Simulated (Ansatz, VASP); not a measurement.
One calculation of Ca3Lu, two programs

INCAR

```
PREC = Accurate
ENCUT = 520
EDIFF = 1E-7
ISMEAR = -1
SIGMA = 0.05
LREAL = F
LASPH = T
NELM = 80
ALGO = Normal
ISIF = 2
LWAVE = F
LCHARG = F
GGA = PE
NBANDS = 36
```

The input KPOINTS:

```
regular mesh
0
Gamma
  5 5 5
```

File POSCAR:

```
Ca3Lu
1.0
    5.4323327624      0.0000000000      0.0000000000
    0.0000000000      5.4323327624      0.0000000000
    0.0000000000      0.0000000000      5.4323327624
Lu Ca
1 3
Direct
    0.5000000000      0.5000000000      0.5000000000
    0.0000000000      0.0000000000      0.5000000000
    0.0000000000      0.5000000000      0.0000000000
    0.5000000000      0.0000000000      0.0000000000
```

Contents of input.yaml:

```yaml
crystal:
  lattice:
    - [5.4323327624, 0.0, 0.0]
    - [0.0, 5.4323327624, 0.0]
    - [0.0, 0.0, 5.4323327624]
  atoms:
    - { symbol: Lu, position: [0.5, 0.5, 0.5] }
    - { symbol: Ca, position: [0.0, 0.0, 0.5] }
    - { symbol: Ca, position: [0.0, 0.5, 0.0] }
    - { symbol: Ca, position: [0.5, 0.0, 0.0] }
hamiltonian:
  xc: pbe
  pseudopotentials: { kind: paw }
kpoints:
  mp_grid: { grid: [5, 5, 5] }
scf:
  occupations: { method: fermi_dirac, width: 0.05 }
output:
  forces: true
  stress: true
  eigenvalues: true
  write_density: true
  write_potential: true
  elf: true
  volumetric_format: npy
```

Change from the starting cell: volume scaled by 1.04.

Alike in both runs: task single point; functional PBE; k mesh 5 × 5 × 5; occupations fermi-dirac, width 0.05 eV; no spin polarisation.

```csv
,VASP,Ansatz
version,VASP 6.6.1,Ansatz 0.2.0
potentials or method,"VASP PAW PBE potentials, release 64 (Lu, Ca_sv)",Ansatz PAW
plane-wave cutoff (eV),520,420
valence electrons in the cell,55,55
```

|  | VASP | Ansatz | Ansatz less VASP |
| --- | --- | --- | --- |
| gap on the k mesh at the Fermi level (eV) | none | none | - |
| pressure (GPa) | -0.8 | -0.8 | -0.02 |

A gap of «none» marks a metal or a gap that the smearing closes.

Spin-orbit coupling is left out, which matters for the levels of Lu.
